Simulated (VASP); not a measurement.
Here is the system:

```yaml
crystal:
  lattice:
    - [0.00000, 2.72844, 2.72844]
    - [2.72844, 0.00000, 2.72844]
    - [2.72844, 2.72844, 0.00000]
  atoms:
    - { symbol: Ca, position: [0.00000, 0.00000, 0.00000] }
```

Level of theory: r2SCAN meta-GGA, VASP's PBE PAW potentials (set 64) (plane waves; VASP). Settings: 520 eV cut-off, 11×11×11 Γ-centred mesh, first-order Methfessel-Paxton smearing of 0.10 eV, potentials Ca_sv.

**Question.** Give the stress tensor in GPa (positive for a compressed cell).

**Answer.** 
```
1.21  0.00  0.00
0.00  1.21  0.00
0.00  0.00  1.21
```
The pressure is its mean diagonal, 1.21 GPa.

The compound is Ca in the fcc structure. This cell is one point of a volume scan, at 0.94 of the reference volume.
